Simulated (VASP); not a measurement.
# FCClBr2: single point with PBE

Molecule: FCClBr2, in a box.

```
F C Cl Br
1.0
    12.00000    0.00000    0.00000
     0.00000   12.00000    0.00000
     0.00000    0.00000   12.00000
F C Cl Br
1 1 1 2
Direct
  0.59064 0.40378 0.52600
  0.49401 0.45405 0.50655
  0.41225 0.45214 0.62594
  0.42518 0.38973 0.38081
  0.53109 0.61292 0.47427
```

The cell isn't the ideal one: atoms moved at random, drawn with an rms of 0.05 Å.

```yaml
Program: VASP 6.6.1
Task: single point
Functional: PBE
Potentials_or_basis: VASP PAW PBE potentials, release 64 (F, C, Cl, Br)
Cutoff: 520 eV
k_mesh: 1 × 1 × 1
Occupations: gaussian, width 0.01 eV
Spin: no spin polarisation
```

```json
{"Largest force": "1.558 eV/Å", "Gap between the frontier levels": "4.06 eV"}
```

Forces in eV/Å, atoms in the order of the input:
```
F    1.096 -0.819  0.287
C   -0.143  1.539  0.193
Cl  -0.407 -0.276  0.424
Br  -0.573 -0.564 -0.794
Br   0.027  0.120 -0.110
```

Levels at points of the mesh, in eV from the valence-band top:
| k point | band 12 | band 13 | band 14 | band 15 | band 16 | band 17 | band 18 | band 19 | band 20 |
| --- | --- | --- | --- | --- | --- | --- | --- | --- | --- |
| (0.00, 0.00, 0.00) | -1.42 | -1.07 | -0.67 | -0.25 | 0.00 | 4.06 | 5.25 | 6.09 | 6.34 |

Run time: 120 s on 1 thread of Intel(R) Xeon(R) Platinum 8559C (Emerald Rapids) (shared host), peak memory 1.4 GiB.
